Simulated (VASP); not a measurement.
Output of a VASP run:

**OSZICAR**
```
       N       E                     dE             d eps       ncg     rms          rms(c)
DAV:   1     0.661132639234E+01    0.66113E+01   -0.50773E+03  1224   0.985E+02
DAV:   2    -0.189705672324E+02   -0.25582E+02   -0.24348E+02  1608   0.165E+02
DAV:   3    -0.191686184474E+02   -0.19805E+00   -0.19805E+00  1344   0.182E+01
DAV:   4    -0.191688881882E+02   -0.26974E-03   -0.26974E-03  1584   0.526E-01
DAV:   5    -0.191688882366E+02   -0.48388E-07   -0.48259E-07  1280   0.645E-03    0.626E+00
DAV:   6    -0.183900667318E+02    0.77882E+00   -0.31901E+00  1480   0.126E+01    0.310E+00
DAV:   7    -0.183208117766E+02    0.69255E-01   -0.73298E-02  1472   0.259E+00    0.180E+00
DAV:   8    -0.183015295173E+02    0.19282E-01   -0.37585E-02  1296   0.159E+00    0.152E-01
DAV:   9    -0.183015329651E+02   -0.34478E-05   -0.45975E-04  1168   0.222E-01    0.681E-02
DAV:  10    -0.183015528599E+02   -0.19895E-04   -0.76000E-05  1648   0.888E-02    0.127E-02
DAV:  11    -0.183015546145E+02   -0.17546E-05   -0.44222E-06  1392   0.180E-02    0.586E-03
DAV:  12    -0.183015545755E+02    0.38972E-07   -0.12061E-06  1400   0.853E-03    0.250E-04
DAV:  13    -0.183015545884E+02   -0.12836E-07   -0.13847E-08   576   0.143E-03
   1 F= -.18301555E+02 E0= -.18301555E+02  d E =-.326008E-11
```

### OUTCAR
```
------------------------ aborting loop because EDIFF is reached ----------------------------------------
  FORCE on cell =-STRESS in cart. coord.  units (eV):
  Direction    XX          YY          ZZ          XY          YZ          ZX
  --------------------------------------------------------------------------------------
  Total       -1.5738334     -1.5738334     -1.5738334     -0.0000000     -0.0000000     -0.0000000
  in kB     -202.6658302   -202.6658302   -202.6658302     -0.0000000     -0.0000000     -0.0000000
  external PRESSURE =    -202.6658302 kB  Pullay stress =       0.0000000 kB
  volume of cell :       12.44
      direct lattice vectors                 reciprocal lattice vectors
     0.000000000  1.839160376  1.839160376    -0.271863186  0.271863186  0.271863186
     1.839160376  0.000000000  1.839160376     0.271863186 -0.271863186  0.271863186
     1.839160376  1.839160376  0.000000000     0.271863186  0.271863186 -0.271863186
  FREE ENERGIE OF THE ION-ELECTRON SYSTEM (eV)
  ---------------------------------------------------
  free  energy   TOTEN  =       -18.3015545884 eV

  energy  without entropy=      -18.3015545884  energy(sigma->0) =      -18.30155459
```
(Selected blocks of OUTCAR.)

**POSCAR**
```
BN
1
    0.0000000000     1.8391603757     1.8391603757
    1.8391603757     0.0000000000     1.8391603757
    1.8391603757     1.8391603757     0.0000000000
B N
1 1
Direct
  0.0000000000   0.0000000000   0.0000000000
  0.2500000000   0.2500000000   0.2500000000
```

**Question.** Write an INCAR and KPOINTS that could have produced this output.

**Answer.** One answer among several that fit: the input of the run itself, PBEsol GGA, plane waves, VASP's PBE PAW potentials (set 64).

KPOINTS:
```
Automatic mesh
0
gamma
  12 12 12
```

### INCAR
```
SIGMA = 0.05
SYSTEM = BN
LREAL = .False.   # projection in real space or not
LCHARG = .False.
ISMEAR = 0   # Gaussian
EDIFF = 1E-7
PREC = Accurate
NELM = 100   # most electronic steps
ENCUT = 520   # plane-wave cut-off (eV)
LWAVE = .False.
ALGO = Normal
GGA = PS   # PBEsol
ISIF = 2
LASPH = .True.   # aspherical one-centre terms
```

POTCAR, in this order: B N (PBE.64 set). Program: vasp_std.

The compound is BN in the zinc blende structure. This cell is one point of a volume scan, at 1.06 of the reference volume.
